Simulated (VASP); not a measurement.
Given:

```yaml
crystal:
  lattice:
    - [1.77739, -3.07854, 0.00000]
    - [1.77739, 3.07854, 0.00000]
    - [0.00000, 0.00000, 5.50227]
  atoms:
    - { symbol: Tm, position: [0.33333, 0.66667, 0.25000] }
    - { symbol: Tm, position: [0.66667, 0.33333, 0.75000] }
```

Method: PW91 GGA, VASP's PBE PAW potentials (set 64) (plane waves; VASP 6.6.1). Numerical set-up: 520 eV cut-off, Gaussian smearing of 0.050 eV, potentials Tm_3.

The 4f electrons are frozen in the core of the lanthanide potential, so 4f levels, which can set the real gap, and their magnetism are missing.

Give the energies of bands 7 to 12 at the high-symmetry points, in eV from the Fermi level.

```csv
band,Γ,M,K,A,L,H
7,-5.64,-2.17,-0.88,-3.98,-2.02,-0.61
8,-2.28,-1.38,-0.88,-3.98,-2.02,-0.61
9,1.04,-0.87,-0.78,1.15,0.12,-0.43
10,1.99,-0.21,-0.53,1.15,0.12,-0.43
11,1.99,1.64,1.26,1.88,1.48,0.47
12,2.49,1.65,1.26,1.88,1.48,0.47
```

It has no gap at this level: it comes out as a metal or semimetal.

The compound is Tm in the hcp structure. It was relaxed first.
